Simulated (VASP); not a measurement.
Here is the system:

```yaml
crystal:
  lattice:
    - [1.65782, -2.87142, 0.00000]
    - [1.65782, 2.87142, 0.00000]
    - [0.00000, 0.00000, 10.85018]
  atoms:
    - { symbol: In, position: [0.66667, 0.33333, 0.26515] }
    - { symbol: In, position: [0.33333, 0.66667, 0.98904] }
    - { symbol: N, position: [0.66667, 0.33333, 0.46691] }
    - { symbol: N, position: [0.33333, 0.66667, 0.18674] }
    - { symbol: N, position: [0.66667, 0.33333, 0.91163] }
    - { symbol: N, position: [0.33333, 0.66667, 0.68945] }
    - { symbol: Al, position: [0.66667, 0.33333, 0.73915] }
    - { symbol: Al, position: [0.33333, 0.66667, 0.51593] }
```

Method: PBEsol GGA, VASP's PBE PAW potentials (set 64) (plane waves; VASP). Settings: 520 eV cut-off, 9×9×3 Γ-centred mesh, tetrahedra with Blöchl corrections, potentials In_d N Al.

Unless said otherwise, spin-orbit coupling is left out, though it shifts the bands of the heavy elements here.

Task: Estimate the energy per atom (σ→0), band gap (on the k-mesh) with the smallest direct gap where there is one.

Result: 
The band gap (on the k-mesh) is 0.64 eV, the smallest direct gap (on the k-mesh) comes out as 0.64 eV and the energy per atom (σ→0) comes out as -6.692 eV/atom.

Total energies compare only between runs with the same potentials, cut-off and functional.

The structure was generated: Al2In2N4 was put into an ordered model structure (P3m1), which need not be its known phase. It was relaxed first.
